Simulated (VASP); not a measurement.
Here is the system:

```
CELL_PARAMETERS angstrom
      0.00000     2.81764     2.81764
      2.81764     0.00000     2.81764
      2.81764     2.81764     0.00000
ATOMIC_POSITIONS crystal
  Zn 0.25000 0.25000 0.25000
  Se 0.00000 0.00000 0.00000
```

These are PBEsol GGA, VASP's PBE PAW potentials (set 64) (plane waves; VASP) values and carry that method's errors. Settings: 530 eV cut-off, 7×7×7 Γ-centred mesh, Gaussian smearing of 0.050 eV, potentials Zn Se.

Q: Give the elastic stiffness tensor with the ions relaxed (GPa, in the frame of the cell).

A: 
```json
[
 {"": "xx", "xx": "89.5", "yy": "53.8", "zz": "53.8", "yz": "0.0", "xz": "0.0", "xy": "0.0"},
 {"": "yy", "xx": "53.8", "yy": "89.5", "zz": "53.8", "yz": "0.0", "xz": "0.0", "xy": "0.0"},
 {"": "zz", "xx": "53.8", "yy": "53.8", "zz": "89.5", "yz": "0.0", "xz": "0.0", "xy": "0.0"},
 {"": "yz", "xx": "0.0", "yy": "0.0", "zz": "0.0", "yz": "39.5", "xz": "0.0", "xy": "0.0"},
 {"": "xz", "xx": "0.0", "yy": "0.0", "zz": "0.0", "yz": "0.0", "xz": "39.5", "xy": "0.0"},
 {"": "xy", "xx": "0.0", "yy": "0.0", "zz": "0.0", "yz": "0.0", "xz": "0.0", "xy": "39.5"}
]
```

Q: Predict the Hill bulk modulus, Hill shear modulus, Young's modulus, Poisson's ratio.

A: 
- Hill bulk modulus = 65.7 GPa
- Hill shear modulus = 28.7 GPa
- Young's modulus = 75.2 GPa
- Poisson's ratio = 0.309

The structure comes from a measured ZnSe entry (F-43m) of the Crystallography Open Database, whose conditions weren't checked. It was relaxed first, which changed the volume by -7 %.
